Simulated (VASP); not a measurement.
These are r2SCAN meta-GGA, VASP's PBE PAW potentials (set 64) (plane waves; VASP 6.6.1) values and carry that method's errors.

A VASP calculation is set up with these files.

### INCAR
```
SYSTEM = NiSb
PREC = Accurate
ENCUT = 480
EDIFF = 1E-7
NELM = 100
ALGO = Normal
LREAL = .FALSE.
LASPH = .TRUE.
ISMEAR = 1
SIGMA = 0.1
METAGGA = R2SCAN
LMIXTAU = .TRUE.
LMAXMIX = 4
LWAVE = .FALSE.
LCHARG = .FALSE.
ISIF = 2
```

### KPOINTS
```
Automatic
0
G
  8 8 6
0 0 0
```

**POSCAR**
```
NiSb
1
    1.9634461387    -3.4007886329    -0.0000000000
    1.9634461387     3.4007886329    -0.0000000000
    0.0000000000     0.0000000000     5.1194273620
Ni Sb
2 2
Direct
  0.0000000000   0.0000000000   0.5000000000
  0.0000000000   0.0000000000   0.0000000000
  0.3333330000   0.6666670000   0.2500000000
  0.6666670000   0.3333330000   0.7500000000
```

POTCAR, in this order: Ni Sb (PBE.64 set). Program: vasp_std.

Output

### OSZICAR
```
       N       E                     dE             d eps       ncg     rms          rms(c)
DAV:   1     0.110265210687E+03    0.11027E+03   -0.12418E+04  1520   0.158E+03
DAV:   2    -0.720702656748E+02   -0.18234E+03   -0.17782E+03  1529   0.321E+02
DAV:   3    -0.809095848685E+02   -0.88393E+01   -0.85703E+01  1761   0.889E+01
DAV:   4    -0.811478984662E+02   -0.23831E+00   -0.23649E+00  1725   0.138E+01
DAV:   5    -0.811556477256E+02   -0.77493E-02   -0.77466E-02  1837   0.257E+00    0.128E+01
DAV:   6    -0.803294030983E+02    0.82624E+00   -0.37722E+01  1613   0.116E+02    0.177E+01
DAV:   7    -0.761430690548E+02    0.41863E+01   -0.11371E+01  1640   0.730E+01    0.419E+00
DAV:   8    -0.763514324167E+02   -0.20836E+00   -0.22531E+00  2138   0.184E+01    0.320E+00
DAV:   9    -0.763289850046E+02    0.22447E-01   -0.27816E-01  1837   0.931E+00    0.898E-01
DAV:  10    -0.763555323473E+02   -0.26547E-01   -0.38613E-02  1798   0.206E+00    0.429E-01
DAV:  11    -0.763550822998E+02    0.45005E-03   -0.32548E-03  2237   0.730E-01    0.161E-01
DAV:  12    -0.763560328315E+02   -0.95053E-03   -0.64587E-03  1761   0.111E+00    0.934E-02
DAV:  13    -0.763564994139E+02   -0.46658E-03   -0.65514E-04  1620   0.369E-01    0.485E-02
DAV:  14    -0.763564284425E+02    0.70971E-04   -0.48798E-05  1867   0.733E-02    0.134E-02
DAV:  15    -0.763565050615E+02   -0.76619E-04   -0.27475E-05  1718   0.825E-02    0.641E-03
DAV:  16    -0.763564781835E+02    0.26878E-04   -0.29408E-06  1628   0.273E-02    0.351E-03
DAV:  17    -0.763564959282E+02   -0.17745E-04   -0.52601E-07  1583   0.111E-02    0.953E-04
DAV:  18    -0.763564833650E+02    0.12563E-04   -0.20838E-07   971   0.692E-03    0.520E-04
DAV:  19    -0.763564877303E+02   -0.43653E-05   -0.36848E-08   778   0.278E-03    0.265E-04
DAV:  20    -0.763564867739E+02    0.95639E-06   -0.39009E-09   769   0.983E-04    0.608E-05
DAV:  21    -0.763564863400E+02    0.43396E-06   -0.16733E-09   769   0.499E-04    0.518E-05
DAV:  22    -0.763564863542E+02   -0.14207E-07   -0.61583E-10   769   0.361E-04
   1 F= -.76356486E+02 E0= -.76356222E+02  d E =-.792738E-03
```

OUTCAR:
```
------------------------ aborting loop because EDIFF is reached ----------------------------------------
  FORCE on cell =-STRESS in cart. coord.  units (eV):
  Direction    XX          YY          ZZ          XY          YZ          ZX
  --------------------------------------------------------------------------------------
  Total        0.1413685      0.1413685      0.0416126      0.0000000     -0.0000000      0.0000000
  in kB        3.3129380      3.3129383      0.9751816      0.0000000     -0.0000000      0.0000000
  external PRESSURE =       2.5336860 kB  Pullay stress =       0.0000000 kB
  volume of cell :       68.37
      direct lattice vectors                 reciprocal lattice vectors
     1.963446139 -3.400788633  0.000000000     0.254654299 -0.147024721  0.000000000
     1.963446139  3.400788633  0.000000000     0.254654299  0.147024721  0.000000000
     0.000000000  0.000000000  5.119427362     0.000000000  0.000000000  0.195334347
 POSITION                                       TOTAL-FORCE (eV/Angst)
 -----------------------------------------------------------------------------------
      0.00000      0.00000      2.55971         0.000000      0.000000      0.000000
      0.00000      0.00000      0.00000         0.000000      0.000000      0.000000
      1.96345      1.13360      1.27986         0.000000      0.000000     -0.000000
      1.96345     -1.13360      3.83957        -0.000000     -0.000000     -0.000000
 -----------------------------------------------------------------------------------
    total drift:                                0.000000      0.000000     -0.000000
  FREE ENERGIE OF THE ION-ELECTRON SYSTEM (eV)
  ---------------------------------------------------
  free  energy   TOTEN  =       -76.3564863542 eV

  energy  without entropy=      -76.3556936161  energy(sigma->0) =      -76.35622211
```
(Selected blocks of OUTCAR.)

The compound is NiSb in the NiAs type structure. It was relaxed first. The run is not spin-polarised, so no magnetic state was tried.
